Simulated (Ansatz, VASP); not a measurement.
# Cross-check of Ti2COF (Ti2COF MXene monolayer) between VASP and Ansatz

Wanted: the spread between two codes on one cell, functional and k mesh. Of the first pair: The structure shown is the start of the Ansatz relaxation below; VASP solves that cell, so the two are compared at the walk's first step.

Program: Ansatz 0.2.0. Level of theory: plane waves, with VASP 6.6.1 beside it; single point at PBE with D3(BJ). Results are calculated unless marked as measured.

**1. The structure**

The cell holds 5 atoms: 1 F, 2 Ti, 1 C and 1 O. Cell: a = 3.100 Å, b = 3.100 Å, c = 32.719 Å, α = 90.0°, β = 90.0°, γ = 120.0°. Vacuum lies along c. The height across the vacuum is the one that the program set for its solve, not the one typed.

**2. Ansatz: relaxation, PBE with D3(BJ)**

Ansatz runs on its default PAW (the set named soft_2) files.

The two programs are compared at the cell with which this relaxation starts, whose forces are those of its first step.

File input.yaml:

```yaml
crystal:
  lattice:
    - [3.10024, 0.0, 0.0]
    - [-1.55012, 2.6848865978, 0.0]
    - [0.0, 0.0, 22.4592805668]
  atoms:
    - { symbol: F, position: [0.3333333333, 0.6666666667, 0.4007252135] }
    - { symbol: Ti, position: [0.6666666667, 0.3333333333, 0.4414423836] }
    - { symbol: C, position: [0.0, 0.0, 0.4959086032] }
    - { symbol: Ti, position: [0.3333333333, 0.6666666667, 0.5503748227] }
    - { symbol: O, position: [0.6666666667, 0.3333333333, 0.5992747865] }
  periodic: [true, true, false]
kpoints:
  mp_grid: { grid: [12, 12, 1] }
hamiltonian:
  xc: pbe
  dispersion: d3bj
scf:
  occupations: { method: fermi_dirac, width: 0.05 }
  convergence: { dr2_threshold: 1.0e-09 }
relax:
  f_tol: 0.004
  max_steps: 90
  cell: {}
output:
  write_potential: true
  write_density: true
  volumetric_format: npy
```

Command:

```console
ansatz run input.yaml --threads 2 --pin off --max-ram 3072MiB --backend cpu --events-out ev --progress --plain --runs-dir out
```

Numbers of over 12 decimals in the logs are rounded to 6 here.

What it wrote:

```text
Warning: crystal.periodic: the lattice vector that does not repeat stood 0.000° off the slab's normal, 22.459 Å along it as the deck builds it. The run solves the slab on a vector along the normal, 32.719 Å long, with every atom where it was (on the deck's vector they left 18.00 Å outside them, and the widest stretch free of ions among them is 1.22 Å). A fractional position that the run reports is one of the run's ce [...]
Warning: relax.cell: scf.convergence.dr2_threshold = 1e-9 eV is looser than the 2.39153441399e-10 eV advised for a relaxation that steers and ends on the stress (1e-10 eV for each atom of the cell: 5, times the square of relax.cell.stress_2d_tol = 0.05 N/m over 14.5 Å (the atoms' height at the walk's start and 5 Å past either face), 3.458e-2 GPa, over a crystal's default 0.05). What an SCF threshold leaves in a stress goes as its square root, and in the free energy as the threshold itself, and one threshold admits the most on a small cell: [figures from the program's tests cut] Set scf.convergence.dr2_threshold to 2.39153441399e-10 eV or tighter. [rest of the remark cut]
crystal.periodic: the lattice vector that does not repeat stood 0.000° off the slab's normal, 22.459 Å along it as the deck builds it. The run solves the slab on a vector along the normal, 32.719 Å long, with every atom where it was (on the deck's vector they left 18.00 Å outside them, and the widest stretch free of ions among them is 1.22 Å). A fractional position that the run reports is one of the run's cell, which [...]
Engine: ansatz 0.2.0, aarch64-unknown-linux-gnu
Pseudopotentials: kind: paw
Pseudopotential: F, paw, valence charge 7, recommended cutoff 420 eV (normal), F.paw.azcp
Pseudopotential: Ti, paw, valence charge 12, recommended cutoff 420 eV (normal), Ti.paw.azcp
Pseudopotential: C, paw, valence charge 4, recommended cutoff 420 eV (normal), C.paw.azcp
Pseudopotential: O, paw, valence charge 6, recommended cutoff 420 eV (normal), O.paw.azcp
Functional definition: PBE
  parameter kappa = 0.804
  parameter beta = 0.066725
  exchange = pbe_x(kappa = kappa, mu = beta*pi^2/3)
  correlation = pbe_c(beta = beta)
[...]
iter 1 solved again at ethr=1.32e-7 eV; its pass at ethr=3.10e-3 eV (dr2=5.42e-5 eV) is discarded
SCF iter   1: F=—  HF=-6632.428820 eV  |F-HF|=—  |Δ(HF+E_count)|=         —  Δρ=1.14e-4  dr2=5.30e-5  ethr=1.32e-7  ⟨swp⟩=3.6  Hψ=4246  notcnv=0
preconditioner: auto → LDOS  [metal: Δε(μ)=0.024 eV  Ē_g=8.154 eV  σ=0.050 eV  W_gap=0.12  n_scr=20 (ndim 8)  ℏωp=11.1 eV  f_vac=0.774  D(μ)=2.89/eV (n_scr^D=14)  β→1.0]
SCF iter   2: F=—  HF=-6632.428832 eV  |F-HF|=—  |Δ(HF+E_count)|=   1.21e-5  Δρ=7.74e-5  dr2=1.80e-5  ethr=1.29e-7  ⟨swp⟩=2.2  Hψ=705  notcnv=0
SCF iter   3: F=—  HF=-6632.428827 eV  |F-HF|=—  |Δ(HF+E_count)|=   5.07e-6  Δρ=1.23e-5  dr2=1.05e-6  ethr=4.39e-8  ⟨swp⟩=3.1  Hψ=888  notcnv=0
SCF iter   4: F=—  HF=-6632.428824 eV  |F-HF|=—  |Δ(HF+E_count)|=   3.61e-6  Δρ=2.96e-6  dr2=6.80e-8  ethr=2.57e-9  ⟨swp⟩=3.5  Hψ=960  notcnv=0
SCF iter   5: F=—  HF=-6632.428824 eV  |F-HF|=—  |Δ(HF+E_count)|=   7.28e-8  Δρ=8.96e-7  dr2=8.85e-9  ethr=1.66e-10  ⟨swp⟩=3.4  Hψ=1006  notcnv=0
SCF iter   6: F=-6632.428824 eV  HF=-6632.428824 eV  |F-HF|=2.67e-9  |Δ(HF+E_count)|=   1.75e-8  Δρ=3.98e-7  dr2=3.12e-10  ethr=2.44e-12  ⟨swp⟩=10.8  Hψ=4431  notcnv=0
SCF 10 converged in 6 iterations: F = -6632.428824 eV  dr2 = 3.12e-10
relax step  10: F+E_penalty+E_count = -6632.42882370 eV  Δ(F+E_penalty+E_count) = -2.930e-4 eV  max|allowed force component| = 1.803e-3 eV/Å  Δτ_max = 0.0010 Å  P = -0.003 N/m  Ω = 256.169 Å³  energy of the carried Pulay correction = +2.311e-4 eV  fix = [c, alpha, beta]  reactions: c -0.000 N/m  (6 SCF iters, accepted)
iter 1 solved again at ethr=1.18e-7 eV; its pass at ethr=3.10e-3 eV (dr2=4.84e-5 eV) is discarded
SCF iter   1: F=—  HF=-6632.428642 eV  |F-HF|=—  |Δ(HF+E_count)|=         —  Δρ=4.48e-6  dr2=8.81e-9  ethr=1.18e-7  ⟨swp⟩=6.8  Hψ=5764  notcnv=0
eigensolver tolerance schedule: the retry pair's looser diagonalisation over-reported the residual by 5499.10 of it (diagonalisation noise at 0.27 of the residual, at the tolerance the schedule requests for it); recorded, not acted on — ethr = c·dr2/N_el stays at c = 1.0e-1
preconditioner: auto → LDOS  [metal: Δε(μ)=0.024 eV  Ē_g=8.153 eV  σ=0.050 eV  W_gap=0.12  n_scr=20 (ndim 8)  ℏωp=11.1 eV  f_vac=0.774  D(μ)=2.89/eV (n_scr^D=14)  β→1.0]
SCF iter   2: F=—  HF=-6632.428657 eV  |F-HF|=—  |Δ(HF+E_count)|=   1.51e-5  Δρ=2.52e-6  dr2=8.23e-9  ethr=2.15e-11  ⟨swp⟩=5.5  Hψ=1835  notcnv=0
SCF iter   3: F=-6632.428657 eV  HF=-6632.428657 eV  |F-HF|=1.88e-10  |Δ(HF+E_count)|=   1.17e-9  Δρ=4.59e-7  dr2=2.09e-10  ethr=2.44e-12  ⟨swp⟩=16.5  Hψ=4924  notcnv=0
SCF 11 converged in 3 iterations: F = -6632.428657 eV  dr2 = 2.09e-10
relax step  11: F+E_penalty+E_count = -6632.42865711 eV  Δ(F+E_penalty+E_count) = +1.666e-4 eV  max|allowed force component| = 1.829e-3 eV/Å  Δτ_max = 0.0000 Å  P = -0.008 N/m  Ω = 256.169 Å³  fix = [c, alpha, beta]  reactions: c -0.000 N/m  stress off target by 7.71e-3 N/m on what of the cell is left free  SCF on the basis re-selected at this cell (its energy is not comparable with the rows above)  (3 SCF iters)
basis re-selected at this cell: Δ(F+E_penalty+E_count) = +1.666e-4 eV, ΔP = -0.004 N/m vs the last step (what re-selecting the basis moved, of the pressure what is left beyond the Pulay correction that the steps carried, after the strain that the cell walked since its last selection, with what the two solves' SCF thresholds leave and, on support functions, any second-order correction that the steps lacked; it is no m [...]
WARN: The output density's exchange-correlation potential varies sharply where the density is thin. Do not read a vacuum level from v_tot or v_xc, or from such a field of the output density. On a cell that repeats whose density bears no net charge and no dipole along the vacuum's axis use v_es (v_loc + v_h of the components); under efield.dipole_correction with no amplitude use v_es + v_field, which holds any externa [...]
SCF converged after 3 iterations
Free energy (F): -6632.428657 eV
Harris-Foulkes:  -6632.428657 eV  (|F-HF|=1.88e-10)
Internal energy: -6632.406376 eV  (E = F + TS)
E sigma→0 (E₀):  -6632.417517 eV
Entropy (-TS):   -0.022281 eV (-4.456 meV/atom)
Fermi energy:    -5.321577 eV
--- Per-component energies (eV) ---
  E_band       = -1056.585402
  E_kinetic    = 1018.795340
  E_local      = -123813.849794  (includes V_loc(G=0)·N_el)
  E_nonlocal   = 159.144938
  E_hartree    = 61264.647644
  E_xc         = -399.713944
  E_vxc        = -504.114597  (∫ρ·V_xc dr)
  E_paw        = -2550.200491  (= ΣΔE_a)
  E_vpaw       = -445.861423  (= ΣTr[D̂ρ^β])
  E_aug_tail   = 0.004773  (compensation charges beyond the density's cutoff)
  E_ewald      = 57689.907519
  E_disp       = -1.142361  (pairwise vdW)
  E_smearing   = -0.022281  (= −TS)
  E_closure    = 0.000000  (closes the sum)
  Σ components = -6632.428657   (vs F -6632.428657, Δ=0.00e0)
--- Forces (eV/Å), atoms counted from 1 ---
  atom   1  F      0.00000000     0.00000000     0.00057078
  atom   2  Ti     0.00000000    -0.00000000    -0.00092182
  atom   3  C      0.00000000     0.00000000    -0.00073769
  atom   4  Ti    -0.00000000    -0.00000000     0.00182867
  atom   5  O      0.00000000    -0.00000000    -0.00074193
  max |Σ_I F_I| component: 1.99e-6 eV/Å
--- 2D stress c σ (N/m, compression-positive) ---
       -0.007714      -0.000000      -0.000000
        0.000000      -0.007714      -0.000000
       -0.000000      -0.000000      -0.000000
  P = ½ c Tr σ = -0.0077 N/m
--- Band table (eV; the first three rows and the last of 19) ---
  k-point 0: bands = ["-63.0640", "-62.9846", "-39.5023", "-39.2043", "-39.1426", "-39.1426", "-39.0270", "-39.0270", "-30.8048", "-24.0536", "-17.0653", "-12.7753", "-12.0137", "-12.0137", "-10.6692", "-10.0533", "-10.0533", "-8.0804", "-7.0827", "-7.0827", "-4.9726", "-4.9726", "-4.3601", "-3.8802", "-3.8802", "-2.9497"]
  k-point 1: bands = ["-63.0594", "-62.9807", "-39.4907", "-39.2187", "-39.1619", "-39.1500", "-39.0590", "-39.0334", "-30.7903", "-24.0147", "-17.0037", "-12.7466", "-12.1061", "-12.0189", "-10.5872", "-10.1584", "-10.0080", "-8.0665", "-7.3101", "-7.1844", "-5.0674", "-4.8894", "-4.3706", "-3.8672", "-3.8181", "-2.8799"]
  k-point 2: bands = ["-63.0470", "-62.9699", "-39.4591", "-39.2944", "-39.1947", "-39.1701", "-39.1277", "-39.0510", "-30.7519", "-23.9134", "-16.8238", "-12.6920", "-12.3051", "-12.0374", "-10.4603", "-10.3023", "-9.8918", "-8.3521", "-7.6340", "-7.4049", "-5.2891", "-4.6553", "-4.4002", "-3.7818", "-3.6730", "-2.7273"]
  k-point 18: bands = ["-62.9869", "-62.9185", "-39.5135", "-39.4757", "-39.4508", "-39.3149", "-39.2321", "-39.1587", "-30.5864", "-23.5161", "-15.5200", "-13.0240", "-12.6244", "-12.2807", "-10.6062", "-10.2996", "-10.0584", "-9.0599", "-8.8554", "-8.3649", "-4.6632", "-4.0996", "-3.9439", "-3.5868", "-3.1726", "-2.6226"]
  the weakly bound empty levels are not read free of the cell's end (no_gap_told)
--- Relaxed structure (9 steps of the walk, 8 accepted, 2 SCFs on fresh bases) ---
  F+E_penalty+E_count = -6632.42865711 eV   max|allowed force component| = 1.829e-3 eV/Å   (the final SCF, on the basis selected at the relaxed cell)
  cell:  # Å, volume = 256.1692 Å³
    - [3.006776, 0.0, 0]
    - [-1.503388, 2.603944, 0]
    - [0, 0, 32.718561]
  atoms:
    - { symbol: F, position: [0.333333, 0.666667, 0.267838] }
    - { symbol: Ti, position: [0.666667, 0.333333, 0.306305] }
    - { symbol: C, position: [5.6766267173184945e-19, 0, 0.341137] }
    - { symbol: Ti, position: [0.333333, 0.666667, 0.381863] }
    - { symbol: O, position: [0.666667, 0.333333, 0.410527] }
```

In the SCF lines HF is the Harris–Foulkes energy and dr2 the Hartree energy of the density residual, in eV; the loop may stop once dr2 is under the threshold and the program's other checks hold. Hψ counts applications of the Hamiltonian.

**3. VASP: single point, PBE with D3(BJ), start cell, pair 1**

The same cell, functional, mesh and smearing now go to VASP, with its own data sets.

Lines of VASP's logs that name or quote its potential files are left out, and so is its time.

File INCAR:

```
SYSTEM = Ti2COF
PREC = Accurate
ENCUT = 520
EDIFF = 1E-06
NELM = 120
ISMEAR = -1
SIGMA = 0.05
LREAL = .FALSE.
ALGO = Normal
GGA = PE
IVDW = 12
NBANDS = 26
LASPH = .TRUE.
LORBIT = 11
LWAVE = .FALSE.
LCHARG = .FALSE.
ISIF = 2
LDIPOL = .TRUE.
IDIPOL = 3
DIPOL = 0.5 0.5 0.341
LVHAR = .TRUE.
GGA_COMPAT = .FALSE.
NELMDL = -8
KPAR = 2
```

File POSCAR:

```
Ti2COF
1.0
    3.1002400000      0.0000000000      0.0000000000
   -1.5501200000      2.6848870000      0.0000000000
    0.0000000000      0.0000000000     32.7185610000
F Ti C O
1 2 1 1
Direct
    0.3333332092      0.6666664184      0.2750732222
    0.6666665425      0.3333330851      0.3030230455
    0.3333332092      0.6666664184      0.3777984918
    0.9999998759      0.9999997517      0.3404107534
    0.6666665425      0.3333330851      0.4113653104
```

File KPOINTS:

```
Automatic mesh
0
Gamma
12 12 1
0 0 0
```

The projector-augmented-wave data sets are F, Ti_sv, C and O (PBE family, release 64).

Command:

```console
mpirun -np 2 vasp_std
```

What it wrote:

```text
[banner, memory and clock lines left out]
running    2 mpi-ranks, on    1 nodes
 distrk:  each k-point on    1 cores,    2 groups
 distr:  one band on    1 cores,    1 groups

 POSCAR found type information on POSCAR F TiC O
 POSCAR found :  4 types and       5 ions
 LDA part: xc-table for (Slater+PW92), standard interpolation
 POSCAR, INCAR and KPOINTS ok, starting setup
 FFT: planning ... GRIDC
 FFT: planning ... GRID_SOFT
 FFT: planning ... GRID
 WAVECAR not read
 entering main loop
       N       E                     dE             d eps       ncg     rms          rms(c)
DAV:   1     0.466860871452E+03    0.46686E+03   -0.20480E+04  1212   0.134E+03
DAV:   2     0.217641830623E+02   -0.44510E+03   -0.43858E+03  1274   0.400E+02
DAV:   3    -0.483471510569E+02   -0.70111E+02   -0.68753E+02  1416   0.158E+02
DAV:   4    -0.541498974138E+02   -0.58027E+01   -0.57965E+01  1566   0.430E+01
DAV:   5    -0.545511509300E+02   -0.40125E+00   -0.40124E+00  1464   0.790E+00
DAV:   6    -0.545600788741E+02   -0.89279E-02   -0.89279E-02  1550   0.154E+00
DAV:   7    -0.545604495424E+02   -0.37067E-03   -0.37067E-03  1456   0.229E-01
DAV:   8    -0.545604547384E+02   -0.51960E-05   -0.51958E-05  1558   0.350E-02    0.253E+01
DAV:   9    -0.450424464576E+02    0.95180E+01   -0.14104E+02  1426   0.922E+01    0.211E+01
DAV:  10    -0.471997261462E+02   -0.21573E+01   -0.22889E+02  1490   0.729E+01    0.123E+01
DAV:  11    -0.425629687277E+02    0.46368E+01   -0.27679E+01  1348   0.313E+01    0.850E+00
DAV:  12    -0.413120194398E+02    0.12509E+01   -0.74361E+00  1400   0.178E+01    0.298E+00
DAV:  13    -0.413725116942E+02   -0.60492E-01   -0.46971E+00  1604   0.163E+01    0.401E+00
DAV:  14    -0.411964787020E+02    0.17603E+00   -0.20313E+00  1396   0.824E+00    0.104E+00
[...]
DAV:  23    -0.411780034400E+02   -0.11890E-03   -0.12622E-05  1352   0.223E-02    0.808E-03
DAV:  24    -0.411781384803E+02   -0.13504E-03   -0.15831E-05  1018   0.189E-02    0.383E-03
DAV:  25    -0.411781910641E+02   -0.52584E-04   -0.57477E-06  1016   0.113E-02    0.179E-03
DAV:  26    -0.411782331684E+02   -0.42104E-04   -0.41175E-06  1026   0.763E-03    0.105E-03
DAV:  27    -0.411782437044E+02   -0.10536E-04   -0.65610E-07   932   0.406E-03    0.753E-04
DAV:  28    -0.411782509576E+02   -0.72532E-05   -0.77531E-07   892   0.328E-03    0.345E-04
DAV:  29    -0.411782524548E+02   -0.14972E-05   -0.97780E-08   844   0.156E-03    0.241E-04
DAV:  30    -0.411782533806E+02   -0.92587E-06   -0.41958E-08   794   0.802E-04
   1 F= -.42258887E+02 E0= -.42246566E+02  d E =-.246417E-01
```

From OUTCAR (step 3):

```text
ion  position               nearest neighbor table
   1  0.333  0.667  0.275-   2 2.01   2 2.01   2 2.01
   2  0.667  0.333  0.303-   1 2.01   1 2.01   1 2.01   4 2.17   4 2.17   4 2.17
   3  0.333  0.667  0.378-   5 2.10   5 2.10   5 2.10   4 2.17   4 2.17   4 2.17
   4  1.000  1.000  0.340-   2 2.17   2 2.17   2 2.17   3 2.17   3 2.17   3 2.17
   5  0.667  0.333  0.411-   3 2.10   3 2.10   3 2.10

  LATTYP: Found a hexagonal cell.
 ALAT       =     3.1002400000
 C/A-ratio  =    10.5535574665

 Subroutine GETGRP returns: Found  6 space group operations
 (whereof  6 operations were pure point group operations)

The static configuration has the point symmetry C_3v.

 Found     19 irreducible k-points:

   k-points           NKPTS =     19   k-points in BZ     NKDIM =     19   number of bands    NBANDS=     26

   dimension x,y,z NGX =    24 NGY =   24 NGZ =  250
   dimension x,y,z NGXF=    48 NGYF=   48 NGZF=  500

   ENCUT  =  520.0 eV  38.22 Ry    6.18 a.u.   5.76  5.76 60.83*2*pi/ulx,y,z

   NELECT =      41.0000    total number of electrons

 k-points in reciprocal lattice and weights: Automatic mesh
   0.00000000  0.00000000  0.00000000       0.007
   0.08333333 -0.00000000  0.00000000       0.042
   0.16666667  0.00000000  0.00000000       0.042
   0.25000000  0.00000000  0.00000000       0.042
   0.33333333  0.00000000  0.00000000       0.042
   0.41666667  0.00000000  0.00000000       0.042
   0.50000000  0.00000000  0.00000000       0.021
   0.08333333  0.08333333  0.00000000       0.042
   0.16666667  0.08333333  0.00000000       0.083
[...]
0.33333333  0.25000000  0.00000000       0.083
   0.33333333  0.33333333  0.00000000       0.014

 dipolmoment           0.000000      0.000000      0.239630 electrons x Angstroem

 average (electrostatic) potential at core
       1 -85.7302       2 -84.3173       3 -83.9036       4 -56.5266       5 -77.1056

 E-fermi :  -2.2989

 k-point     1 :       0.0000    0.0000    0.0000
  band No.  band energies     occupation
    ...
     16      -5.7406      2.00000
     17      -5.7406      2.00000
     18      -4.0554      2.00000
     19      -3.4650      2.00000
     20      -3.4650      2.00000
     21      -2.2273      0.38560
     22      -2.2273      0.38559
     23      -1.6186      0.00000
     24      -1.0285      0.00000
     25      -0.7977      0.00000
    ...

 k-point     2 :       0.0833   -0.0000    0.0000
  band No.  band energies     occupation
    ...
     16      -5.8714      2.00000
     17      -5.7046      2.00000
     18      -4.1544      2.00000
     19      -3.7055      2.00000
     20      -3.6651      2.00000
     21      -2.1881      0.19654
     22      -2.0298      0.00914
     23      -1.5028      0.00000
     24      -1.1024      0.00000
     25      -0.7555      0.00000
    ...

 k-point     3 :       0.1667    0.0000    0.0000
  band No.  band energies     occupation
    ...
     17      -5.6153      2.00000
     18      -4.8025      2.00000
     19      -4.0140      2.00000
     20      -3.8274      2.00000
     21      -2.3040      1.05049
     22      -1.6899      0.00001
     23      -1.2774      0.00000
     24      -1.0351      0.00000
     25      -0.6008      0.00000
     26      -0.4412      0.00000

 Edisp (eV)   -1.08063

  Total      -2.69188    -2.69188     0.33127    -0.00000     0.00000     0.00000
  in kB     -15.83619   -15.83619     1.94885    -0.00000     0.00000     0.00000
  external pressure =       -9.91 kB  Pullay stress =        0.00 kB

  energy-cutoff  :      520.00
  volume of cell :      272.34
      direct lattice vectors                 reciprocal lattice vectors
     3.100240000  0.000000000  0.000000000     0.322555673  0.186227577  0.000000000
    -1.550120000  2.684887000  0.000000000     0.000000000  0.372455154  0.000000000
     0.000000000  0.000000000 32.718561000     0.000000000  0.000000000  0.030563691

 POSITION                                       TOTAL-FORCE (eV/Angst)
 -----------------------------------------------------------------------------------
      0.00000      1.78992      9.00000        -0.000000      0.000000     -3.641716
      1.55012      0.89496      9.91448        -0.000000     -0.000000      4.365610
      0.00000      1.78992     12.36102         0.000000      0.000000      2.989899
      1.55012      2.68489     11.13775        -0.000000     -0.000000     -1.254556
      1.55012      0.89496     13.45928         0.000000      0.000000     -2.459236
 -----------------------------------------------------------------------------------
    total drift:                                0.000001      0.004343     -0.000934

  FREE ENERGIE OF THE ION-ELECTRON SYSTEM (eV)
  ---------------------------------------------------
  free  energy   TOTEN  =       -42.2588872948 eV

  energy  without entropy=      -42.2342455975  energy(sigma->0) =      -42.24656645

 vacuum level on the upper side and lower side of the slab         5.096        -0.112

 total charge
# of ion       s       p       d       tot
------------------------------------------
    1        1.741   4.413   0.000   6.153
    2        2.180   6.191   1.975  10.346
    3        2.187   6.220   1.778  10.185
    4        0.887   1.529   0.000   2.416
    5        1.579   3.341   0.000   4.920
--------------------------------------------------
tot          8.574  21.694   3.753  34.021

[... 3 further parts left out ...]
```

This run has no spin polarisation, so a moment on Ti, if there is one, isn't seen. Its electron count is odd, so without a moment it is a metal by construction.

(Continued in part 2 of 2.)

[Lines on the potential files, build, host, timing and source positions are cut from VASP's logs without a mark.]

[Logs are printed without paths, hosts, clocks, repeated set-up lines and the standing remarks that a program may print on its own settings, such as how far it seeks lower states.]

[Hosts, paths, dates, database ids (printed as entryN), source tags and the programs' standing remarks are cut or masked in the printed files.]
